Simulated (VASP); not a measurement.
VASP ran on this input.

File KPOINTS:
```
Automatic mesh
0
Gamma
8 8 8
0.5 0.5 0.5
```

### POSCAR
```
ZrN
1
    0.0000000000     2.3316620000     2.3316620000
    2.3316620000     0.0000000000     2.3316620000
    2.3316620000     2.3316620000     0.0000000000
Zr N
1 1
Direct
  0.5000000000   0.5000000000   0.5000000000
  0.0000000000   0.0000000000   0.0000000000
```

### INCAR
```
SYSTEM = ZrN
PREC = Accurate; ENCUT = 400; LREAL = .FALSE.
LASPH = .TRUE.
EDIFF = 1E-6; NELM = 100; ALGO = Normal
LMAXMIX = 4
ISMEAR = 0; SIGMA = 0.05
IBRION = 2; NSW = 50; ISIF = 3
EDIFFG = -0.01
LWAVE = .FALSE.; LCHARG = .FALSE.
```

POTCAR, in this order: Zr_sv N (LDA.64 set). Program: vasp_std.

**Question.** Translate this LDA calculation to Quantum ESPRESSO's pw.x.

**Answer.** One equivalent input (not run):
```
&CONTROL
  calculation = 'vc-relax'
  pseudo_dir = './pseudo'
  outdir = './out'
  tprnfor = .true.
  tstress = .true.
  nstep = 50
  forc_conv_thr = 0.00039
/
&SYSTEM
  ibrav = 0
  nat = 2
  ntyp = 2
  ecutwfc = 84
  occupations = 'smearing'
  smearing = 'gaussian'
  degauss = 0.003675
  input_dft = 'pz'
/
&ELECTRONS
  conv_thr = 7.3e-08
  electron_maxstep = 100
/
&IONS
/
&CELL
/
ATOMIC_SPECIES
  Zr 91.224 Zr.upf
  N 14.007 N.upf
CELL_PARAMETERS angstrom
     0.0000000    2.3316620    2.3316620
     2.3316620    0.0000000    2.3316620
     2.3316620    2.3316620    0.0000000
ATOMIC_POSITIONS crystal
  Zr   0.5000000  0.5000000  0.5000000
  N    0.0000000  0.0000000  0.0000000
K_POINTS automatic
  8 8 8 1 1 1
```
The two are equivalent in intent, not identical: the potentials are each code's own (VASP's PAW set, PseudoDojo norm-conserving files in pw.x), so ENCUT and ecutwfc are chosen apart and not converted; conv_thr bounds pw.x's estimated SCF error, while EDIFF bounds the energy change between steps; forc_conv_thr acts on force components and is met together with etot_conv_thr.

The structure comes from a computed database's ZrN entry; how it stands against other phases isn't given here. This run relaxes it. Symmetry was kept, so distortions that lower it aren't found. The k-mesh is coarse (spacing up to 0.30 per Å, 2π included), so the numbers may not be converged in it. The run is one of a series of settings (EDIFFG = -0.01, IBRION = 2, ISIF = 3, NSW = 50 against the base run), some of them coarse on purpose.
